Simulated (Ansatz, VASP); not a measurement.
# ZrB2 in two plane-wave programs

One calculation is typed for both programs; each brings its own data sets. How far apart do they land? The cell is taken from a series of runs on this material, whose earlier steps may have relaxed, scaled, displaced or heated it; both programs get it as it stands.

Main program and level: Ansatz 0.2.0; plane waves, with VASP 6.6.1 beside it; zone-centre phonons at PBEsol.

## 1. The starting structure

Symmetry: P6/mmm, No. 191, hexagonal system. Conventional cell: a = 3.168 Å, b = 3.168 Å, c = 3.437 Å, α = 90.00°, β = 90.00°, γ = 120.00°. Nearest to B lie 3 B at 1.83 Å and 6 Zr at 2.51 Å. Nearest to Zr lie 12 B at 2.51 Å. Farther neighbours are not listed.

## 2. VASP: zone-centre phonons, PBEsol

Second derivatives magnify differences that forces hide, and they need a tight electronic threshold.

Lines of VASP's logs that name or quote its potential files are left out, and so is its time.

Input file INCAR:

```
SYSTEM = ZrB2
PREC = Accurate
ENCUT = 500
EDIFF = 1E-08
NELM = 120
ISMEAR = 1
SIGMA = 0.2
LREAL = .FALSE.
ALGO = Normal
GGA = PS
NBANDS = 15
LASPH = .TRUE.
LORBIT = 11
LWAVE = .FALSE.
LCHARG = .FALSE.
ISIF = 2
IBRION = 8
GGA_COMPAT = .FALSE.
KPAR = 2
```

Input file POSCAR:

```
ZrB2
1.0
    3.1679573991      0.0000000000      0.0000000000
   -1.5839786995      2.7435315857      0.0000000000
    0.0000000000      0.0000000000      3.4372869842
B Zr
2 1
Direct
    0.3333333333      0.6666666667      0.5000000000
    0.6666666667      0.3333333333      0.5000000000
    0.0000000000      0.0000000000      0.0000000000
```

Input file KPOINTS:

```
Automatic mesh
0
Gamma
15 15 12
0 0 0
```

PAW data sets: B and Zr_sv (PBE family, release 64).

Started as:

```
> mpirun -np 2 vasp_std
```

Numbers of over 12 decimals in the logs are rounded to 6 here.

What it wrote:

```text
[banner, memory and clock lines left out]
running    2 mpi-ranks, on    1 nodes
 distrk:  each k-point on    1 cores,    2 groups
 distr:  one band on    1 cores,    1 groups

 POSCAR found type information on POSCAR B Zr
 POSCAR found :  2 types and       3 ions
|                                                                             |
|               ----> ADVICE to this user running VASP <----                  |
|                                                                             |
|     You enforced a specific xc type in the INCAR file but a different       |
|     [... a line on the potential file left out ...]
|     I HOPE YOU KNOW WHAT YOU ARE DOING!                                     |
|                                                                             |

 LDA part: xc-table for (Slater+PW92), standard interpolation
 POSCAR, INCAR and KPOINTS ok, starting setup
 FFT: planning ... GRIDC
 FFT: planning ... GRID_SOFT
 FFT: planning ... GRID
 WAVECAR not read
 entering main loop
       N       E                     dE             d eps       ncg     rms          rms(c)
DAV:   1     0.101620765971E+03    0.10162E+03   -0.95756E+03  5694   0.117E+03
DAV:   2    -0.245639907209E+02   -0.12618E+03   -0.12139E+03  7154   0.300E+02
DAV:   3    -0.288049515274E+02   -0.42410E+01   -0.42202E+01  9128   0.480E+01
DAV:   4    -0.288726895249E+02   -0.67738E-01   -0.67731E-01  6570   0.567E+00
DAV:   5    -0.288738869081E+02   -0.11974E-02   -0.11974E-02  8723   0.573E-01    0.240E+01
DAV:   6    -0.264422946762E+02    0.24316E+01   -0.55229E+00  7035   0.167E+01    0.100E+01
DAV:   7    -0.263890592934E+02    0.53235E-01   -0.71855E-01  8481   0.544E+00    0.338E+00
DAV:   8    -0.263894629062E+02   -0.40361E-03   -0.10154E-01  6864   0.278E+00    0.547E-01
DAV:   9    -0.263855628521E+02    0.39001E-02   -0.18978E-02  7109   0.111E+00    0.172E-01
DAV:  10    -0.263853761003E+02    0.18675E-03   -0.10046E-03  6714   0.302E-01    0.416E-02
DAV:  11    -0.263853768228E+02   -0.72256E-06   -0.52384E-05  8191   0.665E-02    0.136E-02
DAV:  12    -0.263853752280E+02    0.15948E-05   -0.32644E-06  7817   0.133E-02    0.451E-03
DAV:  13    -0.263853750896E+02    0.13845E-06   -0.49573E-07  8247   0.571E-03    0.192E-03
DAV:  14    -0.263853750049E+02    0.84687E-07   -0.44154E-08  6482   0.211E-03    0.317E-04
DAV:  15    -0.263853749858E+02    0.19037E-07   -0.24580E-09  3297   0.441E-04    0.122E-04
DAV:  16    -0.263853749804E+02    0.54688E-08   -0.83314E-10  3073   0.243E-04
   1 F= -.26385375E+02 E0= -.26385491E+02  d E =0.347755E-03
 Linear response reoptimize wavefunctions to high precision
DAV:   1    -0.263853749799E+02    0.49477E-09   -0.25089E-10  3836   0.105E-04
DAV:   2    -0.263853749799E+02   -0.22737E-12   -0.94058E-11  3017   0.521E-05
 Linear response DOF=           4
 Linear response progress:
  Degree of freedom:   1/  4
       N       E                     dE             d eps       ncg     rms          rms(c)
RMM:   1    -0.476498148014E-01   -0.47650E-01   -0.22844E-02 57790   0.106E+00
RMM:   2    -0.426967768139E-01    0.49530E-02   -0.22643E-03 47279   0.250E-01    0.142E-01
RMM:   3    -0.426439797142E-01    0.52797E-04   -0.67486E-04 45174   0.127E-01    0.707E-02
RMM:   4    -0.431003094351E-01   -0.45633E-03   -0.41880E-04 44493   0.995E-02    0.845E-03
RMM:   5    -0.431054279810E-01   -0.51185E-05   -0.52914E-05 52726   0.283E-02    0.233E-03
RMM:   6    -0.431065836852E-01   -0.11557E-05   -0.98884E-06 55885   0.102E-02    0.120E-03
RMM:   7    -0.431031655643E-01    0.34181E-05   -0.18694E-06 56638   0.461E-03    0.294E-04
RMM:   8    -0.431049888734E-01   -0.18233E-05   -0.74466E-07 58387   0.209E-03    0.150E-04
RMM:   9    -0.431044670894E-01    0.52178E-06   -0.23392E-08 58938   0.976E-04    0.331E-05
RMM:  10    -0.431046410708E-01   -0.17398E-06   -0.18186E-07 58841   0.476E-04    0.249E-05
RMM:  11    -0.431045018903E-01    0.13918E-06   -0.45254E-09 58921   0.237E-04    0.820E-06
RMM:  12    -0.431044985030E-01    0.33873E-08   -0.23932E-08 59492   0.121E-04    0.617E-06
 first order change of Fermi-energy   0.21026E-04
 force on displaced ion       1 direction 1 : -15.445  -0.001   0.000
 Linear response progress:
  Degree of freedom:   2/  4
       N       E                     dE             d eps       ncg     rms          rms(c)
RMM:   1    -0.469217127557E-01   -0.46922E-01   -0.25957E-03 20195   0.111E+00
RMM:   2    -0.443712243426E-01    0.25505E-02   -0.18327E-03 16294   0.244E-01    0.116E-01
RMM:   3    -0.443479593377E-01    0.23265E-04   -0.83090E-04 15893   0.139E-01    0.539E-02
RMM:   4    -0.447324895852E-01   -0.38453E-03   -0.33315E-04 16779   0.893E-02    0.115E-02
RMM:   5    -0.447973944498E-01   -0.64905E-04   -0.53935E-05 18405   0.334E-02    0.370E-03
RMM:   6    -0.448081596587E-01   -0.10765E-04   -0.12162E-05 19322   0.131E-02    0.793E-04
RMM:   7    -0.448013824427E-01    0.67772E-05   -0.10658E-06 19750   0.560E-03    0.242E-04
RMM:   8    -0.448022748828E-01   -0.89244E-06   -0.14551E-06 19605   0.270E-03    0.128E-04
RMM:   9    -0.448014274297E-01    0.84745E-06   -0.65539E-07 19536   0.138E-03    0.965E-05
RMM:  10    -0.448019453267E-01   -0.51790E-06   -0.51201E-07 19824   0.752E-04    0.860E-06
RMM:  11    -0.448019575979E-01   -0.12271E-07   -0.13650E-07 21066   0.370E-04    0.136E-05
RMM:  12    -0.448019529556E-01    0.46423E-08   -0.46006E-08 20771   0.181E-04    0.962E-06
 first order change of Fermi-energy  -0.10885E-03
 force on displaced ion       1 direction 3 :  -0.000  -0.000 -10.696
 Linear response progress:
  Degree of freedom:   3/  4
       N       E                     dE             d eps       ncg     rms          rms(c)
RMM:   1    -0.687505592254E+00   -0.68751E+00    0.29826E+00 15515   0.150E+01
RMM:   2    -0.630853870070E+00    0.56652E-01   -0.18741E-01 21331   0.283E+00    0.177E-01
RMM:   3    -0.632206837789E+00   -0.13530E-02   -0.32136E-02 25591   0.863E-01    0.571E-02
RMM:   4    -0.633783601853E+00   -0.15768E-02   -0.56866E-03 31645   0.304E-01    0.310E-02
RMM:   5    -0.634258242747E+00   -0.47464E-03   -0.97623E-04 31711   0.117E-01    0.182E-02
RMM:   6    -0.634229523136E+00    0.28720E-04   -0.14605E-04 31638   0.526E-02    0.431E-03
RMM:   7    -0.634212296132E+00    0.17227E-04   -0.43852E-05 32823   0.253E-02    0.377E-03
RMM:   8    -0.634204030912E+00    0.82652E-05   -0.70053E-06 33013   0.140E-02    0.954E-04
RMM:   9    -0.634210508678E+00   -0.64778E-05   -0.87431E-06 33532   0.828E-03    0.212E-04
RMM:  10    -0.634211397202E+00   -0.88852E-06   -0.79742E-06 34102   0.534E-03    0.134E-04
RMM:  11    -0.634211896682E+00   -0.49948E-06   -0.58196E-06 35084   0.378E-03    0.179E-04
RMM:  12    -0.634208503483E+00    0.33932E-05   -0.47930E-06 33301   0.293E-03    0.205E-04
RMM:  13    -0.634209753678E+00   -0.12502E-05   -0.35084E-06 32640   0.228E-03    0.180E-04
RMM:  14    -0.634214024356E+00   -0.42707E-05   -0.33243E-06 30884   0.191E-03    0.100E-04
[...]
RMM:  25    -0.634222307486E+00    0.92997E-07   -0.68601E-07 29283   0.380E-04    0.386E-05
RMM:  26    -0.634222391222E+00   -0.83736E-07   -0.64405E-07 29617   0.341E-04    0.426E-05
RMM:  27    -0.634222255968E+00    0.13525E-06   -0.56243E-07 30033   0.310E-04    0.525E-05
RMM:  28    -0.634222314697E+00   -0.58729E-07   -0.53163E-07 26230   0.278E-04    0.559E-05
RMM:  29    -0.634222291088E+00    0.23609E-07   -0.46603E-07 23994   0.251E-04    0.611E-05
RMM:  30    -0.634222338348E+00   -0.47260E-07   -0.44151E-07 24285   0.229E-04    0.639E-05
RMM:  31    -0.634222298914E+00    0.39434E-07   -0.39489E-07 25592   0.208E-04    0.685E-05
RMM:  32    -0.634222322776E+00   -0.23862E-07   -0.37150E-07 18586   0.190E-04    0.713E-05
 first order change of Fermi-energy   0.10715E-03
 force on displaced ion       3 direction 1 : -14.617  -0.000   0.000
 Linear response progress:
  Degree of freedom:   4/  4
       N       E                     dE             d eps       ncg     rms          rms(c)
RMM:   1    -0.752546537660E+00   -0.75255E+00    0.27302E+00  6604   0.148E+01
RMM:   2    -0.694777933913E+00    0.57769E-01   -0.16425E-01  8817   0.269E+00    0.202E-01
RMM:   3    -0.697936664692E+00   -0.31587E-02   -0.35683E-02 10367   0.805E-01    0.650E-02
RMM:   4    -0.700288011270E+00   -0.23513E-02   -0.70588E-03 12045   0.287E-01    0.376E-02
RMM:   5    -0.700575638836E+00   -0.28763E-03   -0.10961E-03 12669   0.105E-01    0.244E-02
RMM:   6    -0.700423582160E+00    0.15206E-03   -0.12930E-04 12612   0.490E-02    0.529E-03
RMM:   7    -0.700479934570E+00   -0.56352E-04   -0.48970E-05 13023   0.218E-02    0.375E-03
RMM:   8    -0.700470496270E+00    0.94383E-05   -0.29671E-05 13349   0.115E-02    0.109E-03
RMM:   9    -0.700473965682E+00   -0.34694E-05   -0.23817E-05 13731   0.666E-03    0.803E-04
RMM:  10    -0.700475988841E+00   -0.20232E-05   -0.18398E-05 13299   0.473E-03    0.274E-04
RMM:  11    -0.700476159386E+00   -0.17054E-06   -0.14731E-05 13404   0.323E-03    0.436E-05
RMM:  12    -0.700476686878E+00   -0.52749E-06   -0.12518E-05 14218   0.235E-03    0.832E-05
RMM:  13    -0.700475859264E+00    0.82761E-06   -0.98325E-06 13397   0.180E-03    0.147E-04
RMM:  14    -0.700477672841E+00   -0.18136E-05   -0.79363E-06 12845   0.146E-03    0.505E-05
[...]
RMM:  34    -0.700482741825E+00   -0.40580E-07   -0.31622E-07 12431   0.448E-05    0.780E-07
RMM:  35    -0.700482763776E+00   -0.21951E-07   -0.28671E-07 10425   0.382E-05    0.730E-07
RMM:  36    -0.700482770030E+00   -0.62542E-08   -0.23880E-07  8226   0.330E-05    0.910E-07
RMM:  37    -0.700482765780E+00    0.42501E-08   -0.21628E-07  6626   0.286E-05    0.143E-06
RMM:  38    -0.700482765434E+00    0.34554E-09   -0.18074E-07  6093   0.250E-05    0.175E-06
RMM:  39    -0.700482768942E+00   -0.35080E-08   -0.16365E-07  5842   0.219E-05    0.199E-06
RMM:  40    -0.700482777902E+00   -0.89597E-08   -0.13724E-07  7597   0.195E-05    0.197E-06
RMM:  41    -0.700482786452E+00   -0.85498E-08   -0.12404E-07  7312   0.171E-05    0.197E-06
 first order change of Fermi-energy   0.44271E-03
 force on displaced ion       3 direction 3 :   0.000  -0.000 -16.280
 Linear response finished
```

OUTCAR, selected parts (step 2):

```text
ion  position               nearest neighbor table
   1  0.333  0.667  0.500-   2 1.83   2 1.83   2 1.83   3 2.51   3 2.51   3 2.51   3 2.51   3 2.51
                             3 2.51
   2  0.667  0.333  0.500-   1 1.83   1 1.83   1 1.83   3 2.51   3 2.51   3 2.51   3 2.51   3 2.51
                             3 2.51
   3  0.000  0.000  0.000-   1 2.51   2 2.51   1 2.51   2 2.51   1 2.51   1 2.51   2 2.51   2 2.51
                             2 2.51   2 2.51   1 2.51   1 2.51

  LATTYP: Found a hexagonal cell.
 ALAT       =     3.1679573991
 C/A-ratio  =     1.0850167951

 Subroutine GETGRP returns: Found 24 space group operations
 (whereof 24 operations were pure point group operations)

The static configuration has the point symmetry D_6h.

 Found    189 irreducible k-points:

   k-points           NKPTS =    189   k-points in BZ     NKDIM =    189   number of bands    NBANDS=     15

   dimension x,y,z NGX =    24 NGY =   24 NGZ =   28
   dimension x,y,z NGXF=    48 NGYF=   48 NGZF=   56

   ENCUT  =  500.0 eV  36.75 Ry    6.06 a.u.   5.78  5.78  6.27*2*pi/ulx,y,z

   NELECT =      18.0000    total number of electrons

 k-points in reciprocal lattice and weights: Automatic mesh
   0.00000000  0.00000000  0.00000000       0.000
   0.06666667  0.00000000  0.00000000       0.002
   0.13333333  0.00000000  0.00000000       0.002
   0.20000000  0.00000000  0.00000000       0.002
   0.26666667  0.00000000  0.00000000       0.002
   0.33333333  0.00000000  0.00000000       0.002
   0.40000000  0.00000000  0.00000000       0.002
   0.46666667  0.00000000  0.00000000       0.002
   0.06666667  0.06666667  0.00000000       0.002
[...]
0.33333333  0.26666667  0.50000000       0.004
   0.33333333  0.33333333  0.50000000       0.001

 average (electrostatic) potential at core
       1 -21.8032       2 -21.8032       3 -72.0928

  Total        0.0646241      0.0646241      1.6093707      0.0000000      0.0000000      0.0000000
  in kB        3.4657698      3.4657698     86.3100929      0.0000000      0.0000000      0.0000000
  external PRESSURE =      31.0805442 kB  Pullay stress =       0.0000000 kB

  energy-cutoff  :      500.00
  volume of cell :       29.87
      direct lattice vectors                 reciprocal lattice vectors
     3.167957399  0.000000000  0.000000000     0.315660810  0.182246854  0.000000000
    -1.583978700  2.743531586  0.000000000     0.000000000  0.364493708  0.000000000
     0.000000000  0.000000000  3.437286984     0.000000000  0.000000000  0.290927119

 POSITION                                       TOTAL-FORCE (eV/Angst)
 -----------------------------------------------------------------------------------
     -0.00000      1.82902      1.71864        -0.000000     -0.000000      0.000000
      1.58398      0.91451      1.71864         0.000000      0.000000      0.000000
      0.00000      0.00000      0.00000         0.000000      0.000000      0.000000
 -----------------------------------------------------------------------------------
    total drift:                               -0.000000      0.000000     -0.000000

 Eigenvectors and eigenvalues of the dynamical matrix
 ----------------------------------------------------

   1 f  =   23.093347 THz   145.099776 2PiTHz  770.311126 cm-1    95.506364 meV
             X         Y         Z           dx          dy          dz
     -0.000000  1.829021  1.718643    -0.608613   -0.359987   -0.000000
      1.583979  0.914511  1.718643     0.608613    0.359987    0.000000
      0.000000  0.000000  0.000000     0.000000   -0.000000    0.000000

   2 f  =   23.093347 THz   145.099776 2PiTHz  770.311126 cm-1    95.506364 meV
             X         Y         Z           dx          dy          dz
     -0.000000  1.829021  1.718643     0.359987   -0.608613   -0.000000
      1.583979  0.914511  1.718643    -0.359987    0.608613    0.000000
      0.000000  0.000000  0.000000     0.000000   -0.000000    0.000000

   3 f  =   17.308121 THz   108.750133 2PiTHz  577.336779 cm-1    71.580605 meV
             X         Y         Z           dx          dy          dz
     -0.000000  1.829021  1.718643    -0.000000   -0.000000   -0.707107
      1.583979  0.914511  1.718643    -0.000000   -0.000000    0.707107
      0.000000  0.000000  0.000000    -0.000000    0.000000    0.000000

   4 f  =   15.087345 THz    94.796587 2PiTHz  503.259675 cm-1    62.396219 meV
             X         Y         Z           dx          dy          dz
     -0.000000  1.829021  1.718643     0.000000    0.000000    0.635765
      1.583979  0.914511  1.718643     0.000000    0.000000    0.635765
      0.000000  0.000000  0.000000    -0.000000   -0.000000   -0.437729

   5 f  =   14.288659 THz    89.778292 2PiTHz  476.618361 cm-1    59.093119 meV
             X         Y         Z           dx          dy          dz
     -0.000000  1.829021  1.718643    -0.547138   -0.323627    0.000000
      1.583979  0.914511  1.718643    -0.547138   -0.323627   -0.000000
      0.000000  0.000000  0.000000     0.376957    0.222966   -0.000000

   6 f  =   14.288659 THz    89.778292 2PiTHz  476.618361 cm-1    59.093119 meV
             X         Y         Z           dx          dy          dz
     -0.000000  1.829021  1.718643    -0.323627    0.547138   -0.000000
      1.583979  0.914511  1.718643    -0.323627    0.547138    0.000000
      0.000000  0.000000  0.000000     0.222966   -0.376957    0.000000

   7 f/i=    0.000012 THz     0.000076 2PiTHz    0.000404 cm-1     0.000050 meV
             X         Y         Z           dx          dy          dz
     -0.000000  1.829021  1.718643    -0.000000   -0.000000    0.309521
      1.583979  0.914511  1.718643    -0.000000   -0.000000    0.309521
      0.000000  0.000000  0.000000    -0.000000   -0.000000    0.899107

   8 f/i=    0.003707 THz     0.023290 2PiTHz    0.123643 cm-1     0.015330 meV
             X         Y         Z           dx          dy          dz
     -0.000000  1.829021  1.718643    -0.300978   -0.072921   -0.000000
      1.583979  0.914511  1.718643    -0.300978   -0.072921   -0.000000
      0.000000  0.000000  0.000000    -0.873716   -0.211684   -0.000000

   9 f/i=    0.003707 THz     0.023290 2PiTHz    0.123643 cm-1     0.015330 meV
             X         Y         Z           dx          dy          dz
     -0.000000  1.829021  1.718643     0.072921   -0.300978   -0.000000
      1.583979  0.914511  1.718643     0.072921   -0.300978   -0.000000
      0.000000  0.000000  0.000000     0.211684   -0.873716   -0.000000

 ELASTIC MODULI CONTR FROM IONIC RELAXATION (kBar)
 Direction    XX          YY          ZZ          XY          YZ          ZX
 --------------------------------------------------------------------------------
 XX         -24.0027     24.0027     -0.0000     -0.0000      0.0000      0.0000
 YY          24.0027    -24.0027      0.0000     -0.0000     -0.0000     -0.0000
 ZZ          -0.0000      0.0000     -0.0000     -0.0000      0.0000      0.0000
 XY          -0.0000     -0.0000     -0.0000    -24.0027      0.0000      0.0000
 YZ           0.0000     -0.0000      0.0000      0.0000     -0.0000     -0.0000
 ZX           0.0000     -0.0000      0.0000      0.0000     -0.0000     -0.0000
 --------------------------------------------------------------------------------
```

[end of part 1 of 2]

[Lines on the potential files, build, host, timing and source positions are cut from VASP's logs without a mark.]

[Logs are printed without paths, hosts, clocks, repeated set-up lines and the standing remarks that a program may print on its own settings, such as how far it seeks lower states.]

[Hosts, paths, dates, database ids (printed as entryN), source tags and the programs' standing remarks are cut or masked in the printed files.]
